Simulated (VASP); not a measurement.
Level of theory: PBE GGA, VASP's PBE PAW potentials (set 64) (plane waves; VASP).

The input files of a VASP run:

### INCAR
```
ALGO  =  Normal
EDIFF  =  1E-7
EDIFFG  =  -0.01
ENCUT  =  600
GGA  =  PE
IBRION  =  2
ISIF  =  3
ISMEAR  =  0
LASPH  =  .TRUE.
LCHARG  =  .FALSE.
LREAL  =  .FALSE.
LWAVE  =  .FALSE.
NELM  =  100
NSW  =  40
PREC  =  Accurate
PSTRESS  =  10
SIGMA  =  0.05
SYSTEM  =  LiF
```

**KPOINTS**
```
Automatic
0
Gamma
 10 10 10
0 0 0
```

**POSCAR**
```
LiF
1.0
  0.0000000000   2.0154274138   2.0154274138
  2.0154274138   0.0000000000   2.0154274138
  2.0154274138   2.0154274138   0.0000000000
Li F
1 1
Direct
  0.0000000000   0.0000000000   0.0000000000
  0.5000000000   0.5000000000   0.5000000000
```

POTCAR, in this order: Li_sv F (PBE.64 set). Program: vasp_std.

The run wrote:

File OSZICAR:
```
       N       E                     dE             d eps       ncg     rms          rms(c)
DAV:   1     0.324623646889E+02    0.32462E+02   -0.60748E+03   878   0.126E+03
DAV:   2    -0.916544742048E+01   -0.41628E+02   -0.40586E+02   978   0.218E+02
DAV:   3    -0.101370915536E+02   -0.97164E+00   -0.96970E+00  1081   0.313E+01
DAV:   4    -0.101495618079E+02   -0.12470E-01   -0.12465E-01  1151   0.340E+00
DAV:   5    -0.101496090970E+02   -0.47289E-04   -0.47289E-04  1105   0.169E-01    0.454E+00
DAV:   6    -0.962979845323E+01    0.51981E+00   -0.28023E+00   858   0.131E+01    0.141E+00
DAV:   7    -0.963366165508E+01   -0.38632E-02   -0.19270E-02  1167   0.159E+00    0.861E-01
DAV:   8    -0.964030241000E+01   -0.66408E-02   -0.16610E-02  1170   0.173E+00    0.102E-01
DAV:   9    -0.964038601246E+01   -0.83602E-04   -0.79475E-04   948   0.317E-01    0.424E-02
DAV:  10    -0.964045635154E+01   -0.70339E-04   -0.15233E-04   959   0.119E-01    0.585E-03
DAV:  11    -0.964045911268E+01   -0.27611E-05   -0.19019E-06  1159   0.190E-02    0.190E-03
DAV:  12    -0.964045904210E+01    0.70579E-07   -0.48601E-07   945   0.842E-03
   1 F= -.95382661E+01 E0= -.95382661E+01  d E =-.953827E+01
```

### OUTCAR
```
------------------------ aborting loop because EDIFF is reached ----------------------------------------
  FORCE on cell =-STRESS in cart. coord.  units (eV):
  Direction    XX          YY          ZZ          XY          YZ          ZX
  --------------------------------------------------------------------------------------
  Total        0.1197433      0.1197433      0.1197433      0.0000000     -0.0000000      0.0000000
  in kB       11.7173722     11.7173722     11.7173722      0.0000000     -0.0000000      0.0000000
  external PRESSURE =       1.7173722 kB  Pullay stress =      10.0000000 kB
  volume of cell :       16.37
      direct lattice vectors                 reciprocal lattice vectors
     0.000000000  2.015427414  2.015427414    -0.248086335  0.248086335  0.248086335
     2.015427414  0.000000000  2.015427414     0.248086335 -0.248086335  0.248086335
     2.015427414  2.015427414  0.000000000     0.248086335  0.248086335 -0.248086335
  FREE ENERGIE OF THE ION-ELECTRON SYSTEM (eV)
  ---------------------------------------------------
  free  energy   TOTEN  =        -9.6404590421 eV

  energy  without entropy=       -9.6404590421  energy(sigma->0) =       -9.64045904
  enthalpy is  TOTEN    =        -9.5382661011 eV   P V=        0.1021929410

 reached required accuracy - stopping structural energy minimisation
```
(Selected blocks of OUTCAR.)

### OUTCAR
```
 val. band max:       -1.0349529271   @ k =   0.0000   0.0000   0.0000

 cond. band min:       8.0345880968   @ k =   0.0000   0.0000   0.0000


 Fermi energy:        -0.6959594959

 k-point     1 :       0.0000    0.0000    0.0000
  band No.  band energies     occupation
      1     -41.9554      2.00000
      2     -21.0034      2.00000
      3      -1.0350      2.00000
      4      -1.0350      2.00000
      5      -1.0350      2.00000
      6       8.0346      0.00000
      7      22.9050      0.00000
      8      22.9050      0.00000
      9      22.9052      0.00000

 k-point     2 :       0.1000    0.0000    0.0000
  band No.  band energies     occupation
      1     -41.9499      2.00000
      2     -20.9646      2.00000
      3      -1.3223      2.00000
      4      -1.0578      2.00000
      5      -1.0578      2.00000
      6       8.3262      0.00000
      7      20.2270      0.00000
      8      21.6546      0.00000
      9      21.6546      0.00000

 k-point     3 :       0.2000    0.0000    0.0000
  band No.  band energies     occupation
      1     -41.9356      2.00000
      2     -20.8610      2.00000
      3      -2.0108      2.00000
      4      -1.1167      2.00000
      5      -1.1167      2.00000
      6       8.9766      0.00000
      7      17.7607      0.00000
      8      20.1650      0.00000
      9      20.1650      0.00000

 k-point     4 :       0.3000    0.0000    0.0000
  band No.  band energies     occupation
      1     -41.9177      2.00000
      2     -20.7276      2.00000
      3      -2.7716      2.00000
      4      -1.1871      2.00000
      5      -1.1871      2.00000
      6       9.5299      0.00000
      7      16.2812      0.00000
      8      18.9227      0.00000
      9      18.9227      0.00000

 k-point     5 :       0.4000    0.0000    0.0000
  band No.  band energies     occupation
      1     -41.9031      2.00000
      2     -20.6149      2.00000
      3      -3.3380      2.00000
...
```

The compound is LiF in the rock salt structure. It was relaxed first under an external pressure of 1 GPa.
